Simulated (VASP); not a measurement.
An input for Quantum ESPRESSO's pw.x (written as the equivalent of a VASP run, and not itself run):

```
&CONTROL
  calculation = 'vc-relax'
  pseudo_dir = './pseudo'
  outdir = './out'
  tprnfor = .true.
  tstress = .true.
  nstep = 40
  forc_conv_thr = 0.00078
/
&SYSTEM
  ibrav = 0
  nat = 6
  ntyp = 2
  ecutwfc = 84
  occupations = 'smearing'
  smearing = 'gaussian'
  degauss = 0.003675
  input_dft = 'pbe'
/
&ELECTRONS
  conv_thr = 7.3e-08
  electron_maxstep = 100
/
&IONS
/
&CELL
  press = 300
/
ATOMIC_SPECIES
  Sn 118.710 Sn.upf
  O 15.999 O.upf
CELL_PARAMETERS angstrom
     4.6500535    0.0000000    0.0000000
     0.0000000    4.6500535    0.0000000
     0.0000000    0.0000000    3.1855895
ATOMIC_POSITIONS crystal
  Sn   0.0000000  0.0000000  0.0000000
  Sn   0.5000000  0.5000000  0.5000000
  O    0.3052289  0.3052289  0.0000000
  O    0.8052289  0.1947711  0.5000000
  O    0.1947711  0.8052289  0.5000000
  O    0.6947711  0.6947711  0.0000000
K_POINTS automatic
  5 5 7 0 0 0
```

**Question.** Write the VASP files for the same calculation (PBE).

**Answer.** Several could match; the one computed here: 
### POSCAR
```
SnO2
1.0
  4.6500534501   0.0000000000   0.0000000000
  0.0000000000   4.6500534501   0.0000000000
  0.0000000000   0.0000000000   3.1855894751
Sn O
2 4
Cart
  0.0000000000   0.0000000000   0.0000000000
  2.3250267250   2.3250267250   1.5927947376
  1.4193304745   1.4193304745   0.0000000000
  3.7443571995   0.9056962506   1.5927947376
  0.9056962506   3.7443571995   1.5927947376
  3.2307229756   3.2307229756   0.0000000000
```

### INCAR
```
SYSTEM = SnO2
PREC = Accurate
ENCUT = 620
EDIFF = 1E-6
NELM = 100
ALGO = Normal
LREAL = .FALSE.
LASPH = .TRUE.
ISMEAR = 0
SIGMA = 0.05
GGA = PE
LMAXMIX = 4
LWAVE = .FALSE.
LCHARG = .FALSE.
IBRION = 2
ISIF = 3
NSW = 40
EDIFFG = -0.02
PSTRESS = 300
```

KPOINTS:
```
Automatic mesh
0
gamma
  5 5 7
0 0 0
```

POTCAR, in this order: Sn_d O (PBE.64 set). Program: vasp_std.

What does not carry over: the potentials are each code's own (VASP's PAW set, PseudoDojo norm-conserving files in pw.x), so ENCUT and ecutwfc are chosen apart and not converted; conv_thr bounds pw.x's estimated SCF error, while EDIFF bounds the energy change between steps; forc_conv_thr acts on force components and is met together with etot_conv_thr.

The compound is SnO2 in the rutile structure. This run relaxes it under an external pressure of 30 GPa. Symmetry was kept, so distortions that lower it aren't found.
